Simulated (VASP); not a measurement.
These are PBEsol GGA, VASP's PBE PAW potentials (set 64) (plane waves; VASP) values and carry that method's errors.

Input for VASP

File KPOINTS:
```
K-points
0
G
 9 9 9
```

**INCAR**
```
SYSTEM = PtAl2
PREC = Accurate; ENCUT = 500; LREAL = .FALSE.
LASPH = .TRUE.
EDIFF = 1E-6; NELM = 100; ALGO = Normal
LMAXMIX = 6
ISMEAR = 1; SIGMA = 0.1
GGA = PS
IBRION = 2; NSW = 40; ISIF = 3
EDIFFG = -0.02; PSTRESS = 450
LWAVE = .FALSE.; LCHARG = .FALSE.
```

### POSCAR
```
PtAl2
1.0
  0.0000000000   2.8007376078   2.8007376078
  2.8007376078   0.0000000000   2.8007376078
  2.8007376078   2.8007376078   0.0000000000
Al Pt
2 1
Direct
  0.2500000000   0.2500000000   0.2500000000
  0.7500000000   0.7500000000   0.7500000000
  0.0000000000   0.0000000000   0.0000000000
```

POTCAR, in this order: Al Pt (PBE.64 set). Program: vasp_std.

Output

File OSZICAR:
```
       N       E                     dE             d eps       ncg     rms          rms(c)
DAV:   1     0.555757829556E+02    0.55576E+02   -0.69522E+03   864   0.112E+03
DAV:   2    -0.159670539830E+02   -0.71543E+02   -0.65023E+02   976   0.201E+02
DAV:   3    -0.179174367042E+02   -0.19504E+01   -0.19303E+01  1084   0.328E+01
DAV:   4    -0.179325527475E+02   -0.15116E-01   -0.15113E-01   988   0.342E+00
DAV:   5    -0.179327718357E+02   -0.21909E-03   -0.21908E-03  1072   0.430E-01    0.119E+01
DAV:   6    -0.173167742265E+02    0.61600E+00   -0.25220E+00   980   0.161E+01    0.309E+00
DAV:   7    -0.172206099695E+02    0.96164E-01   -0.12754E-01   920   0.373E+00    0.210E+00
DAV:   8    -0.171796704063E+02    0.40940E-01   -0.24766E-02  1000   0.151E+00    0.295E-01
DAV:   9    -0.171795199575E+02    0.15045E-03   -0.13869E-03  1008   0.362E-01    0.183E-01
DAV:  10    -0.171795285229E+02   -0.85654E-05   -0.18848E-04   988   0.123E-01    0.160E-02
DAV:  11    -0.171795276987E+02    0.82427E-06   -0.40072E-06  1040   0.210E-02
   1 F= -.48385606E+01 E0= -.48383862E+01  d E =-.483856E+01
       N       E                     dE             d eps       ncg     rms          rms(c)
DAV:   1    -0.193037231105E+02   -0.21242E+01   -0.85067E+01   932   0.104E+02    0.280E+01
DAV:   2    -0.140929465115E+02    0.52108E+01   -0.20120E+01   912   0.472E+01    0.708E+00
DAV:   3    -0.140052038385E+02    0.87743E-01   -0.49953E-01   924   0.735E+00    0.305E+00
DAV:   4    -0.139553281708E+02    0.49876E-01   -0.99949E-02   900   0.205E+00    0.743E-01
DAV:   5    -0.139569821853E+02   -0.16540E-02   -0.48906E-03  1008   0.511E-01    0.340E-01
DAV:   6    -0.139575075326E+02   -0.52535E-03   -0.27619E-04   936   0.155E-01    0.355E-02
DAV:   7    -0.139575062977E+02    0.12348E-05   -0.26657E-05  1012   0.393E-02    0.961E-03
DAV:   8    -0.139575071258E+02   -0.82814E-06   -0.91756E-07   568   0.791E-03
   2 F= -.39088176E+01 E0= -.39083240E+01  d E =0.929743E+00
       N       E                     dE             d eps       ncg     rms          rms(c)
DAV:   1    -0.196657225835E+02   -0.57082E+01   -0.49447E+01   912   0.764E+01    0.105E+01
DAV:   2    -0.167576185946E+02    0.29081E+01   -0.11645E+01   900   0.387E+01    0.441E+00
DAV:   3    -0.167231204619E+02    0.34498E-01   -0.24367E-01   936   0.445E+00    0.269E+00
DAV:   4    -0.166978207963E+02    0.25300E-01   -0.65659E-02   864   0.159E+00    0.420E-01
DAV:   5    -0.166969901813E+02    0.83062E-03   -0.92776E-03  1008   0.102E+00    0.191E-01
DAV:   6    -0.166966785768E+02    0.31160E-03   -0.63048E-04   908   0.256E-01    0.122E-01
DAV:   7    -0.166966979111E+02   -0.19334E-04   -0.80160E-05   948   0.696E-02    0.207E-02
DAV:   8    -0.166966960916E+02    0.18194E-05   -0.31703E-06   956   0.130E-02    0.976E-03
DAV:   9    -0.166966958166E+02    0.27505E-06   -0.37772E-07   488   0.530E-03
   3 F= -.49476443E+01 E0= -.49473062E+01  d E =-.109084E+00
       N       E                     dE             d eps       ncg     rms          rms(c)
DAV:   1    -0.166648679818E+02    0.31828E-01   -0.16779E-02   928   0.142E+00    0.245E-01
DAV:   2    -0.166638203363E+02    0.10476E-02   -0.46719E-03   920   0.754E-01    0.452E-02
DAV:   3    -0.166638000603E+02    0.20276E-04   -0.10673E-04   916   0.110E-01    0.177E-02
DAV:   4    -0.166637937857E+02    0.62746E-05   -0.17394E-05   912   0.245E-02    0.641E-03
DAV:   5    -0.166637941493E+02   -0.36358E-06   -0.22696E-06   640   0.164E-02
   4 F= -.49480751E+01 E0= -.49477281E+01  d E =-.109515E+00
```

File OUTCAR:
```
------------------------ aborting loop because EDIFF is reached ----------------------------------------
  FORCE on cell =-STRESS in cart. coord.  units (eV):
  Direction    XX          YY          ZZ          XY          YZ          ZX
  --------------------------------------------------------------------------------------
  Total       11.6858760     11.6858760     11.6858760      0.0000000      0.0000000     -0.0000000
  in kB      448.8537278    448.8537278    448.8537278      0.0000000      0.0000000     -0.0000000
  external PRESSURE =      -1.1462722 kB  Pullay stress =     450.0000000 kB
  volume of cell :       41.71
      direct lattice vectors                 reciprocal lattice vectors
    -0.000000000  2.752616282  2.752616282    -0.181645369  0.181645369  0.181645369
     2.752616282  0.000000000  2.752616282     0.181645369 -0.181645369  0.181645369
     2.752616282  2.752616282 -0.000000000     0.181645369  0.181645369 -0.181645369
 POSITION                                       TOTAL-FORCE (eV/Angst)
 -----------------------------------------------------------------------------------
      1.37631      1.37631      1.37631         0.000000      0.000000      0.000000
      4.12892      4.12892      4.12892        -0.000000     -0.000000     -0.000000
      2.75262      2.75262     -0.00000        -0.000000     -0.000000      0.000000
 -----------------------------------------------------------------------------------
    total drift:                                0.000000     -0.000000     -0.000000
  FREE ENERGIE OF THE ION-ELECTRON SYSTEM (eV)
  ---------------------------------------------------
  free  energy   TOTEN  =       -16.6637941493 eV

  energy  without entropy=      -16.6627531510  energy(sigma->0) =      -16.66344715
  enthalpy is  TOTEN    =        -4.9480750520 eV   P V=       11.7157190973

 reached required accuracy - stopping structural energy minimisation
```
(Selected blocks of OUTCAR.)

CONTCAR:
```
PtAl2
   1.00000000000000
    -0.0000000000000000    2.7526162817298263    2.7526162817298263
     2.7526162817298263    0.0000000000000000    2.7526162817298263
     2.7526162817298263    2.7526162817298263   -0.0000000000000000
  Al              Pt
     2     1
Direct
     0.2500000000000000    0.2500000000000000    0.2500000000000000
     0.7500000000000000    0.7500000000000000    0.7500000000000000
     0.0000000000000000    0.0000000000000000    1.0000000000000000
```

Energy and stress use the plane-wave basis of the starting cell.

The compound is PtAl2 in the fluorite structure. This run relaxes it under an external pressure of 45 GPa. Symmetry was kept, so distortions that lower it aren't found.
